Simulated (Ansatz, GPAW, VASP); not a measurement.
One structure in several programs: BaMg2Sb2 (P-3m1, 5 atoms in the cell)

Self-consistent single point, at a second geometry (lattice scaled by 0.98). First geometry:

```xyz
5
Lattice="4.7985 0.0000 0.0000 -2.3993 4.1557 0.0000 0.0000 0.0000 8.2059" Properties=species:S:1:pos:R:3 pbc="T T T"
Ba     0.0000     0.0000     0.0000
Mg     2.3993     1.3852     3.0908
Mg     0.0000     2.7704     5.1151
Sb     2.3993     1.3852     5.9945
Sb     0.0000     2.7704     2.2114
```

Shared settings, as Ansatz (a program for electronic structure) writes them: kpoints.mp_grid.grid = 6 6 3; scf.occupations.method = fixed. Potentials and cutoffs stand in the table.

```csv
code,model,ΔF from the first geometry (meV/atom),pressure (GPa),largest force (eV/Å),gap on the mesh (eV),cutoff
VASP,"LDA (PZ), VASP's LDA PAW potentials (set 64)",-14.3,0.03,0.168,0.698,300 eV
Ansatz,"LDA (PW92), PAW files made with PBE",-16.5,-0.19,0.207,0.764,default
GPAW,"LDA (Perdew-Wang 92), GPAW PAW datasets LDA (gpaw-data 1.0.1)",-15.8,-0.11,0.164,0.732,850 eV
```

Size of the force on each atom (eV/Å): Sizes of forces hide their directions.

```csv
code,Ba1,Mg2,Mg3,Sb4,Sb5
VASP,0.000,0.063,0.063,0.168,0.168
Ansatz,0.000,0.053,0.053,0.207,0.207
GPAW,0.000,0.052,0.052,0.164,0.164
```

Gaps are read on the mesh.

On Ansatz's run: spin-orbit coupling is off.

The spread over the programs that give each value: ΔF from the first geometry within 2.2 meV/atom; pressure within 0.22 GPa; largest force within 0.043 eV/Å; gap on the mesh within 0.066 eV.

Ansatz's pressure is given at a fixed set of plane waves, as the other plane-wave codes print theirs. The same LDA comes in different parametrisations, which differ slightly.

VASP's run is marked for a possible Pulay error in its stress at this cutoff; no cutoff test was made.

VASP ran the fixed occupations as a Gaussian smearing of 0.01 eV.

The starting cell comes from a database of computed structures (which also holds hypothetical and non-ambient phases and stackings), without a prior relaxation at this level. For this run, on top of that: lattice scaled by 0.98.

Left out of this page: Quantum ESPRESSO, CP2K, Elk and FLEUR (not drawn, or without a comparable value); ABINIT (with a known weakness of the program).

Keys are those of Ansatz 0.2.
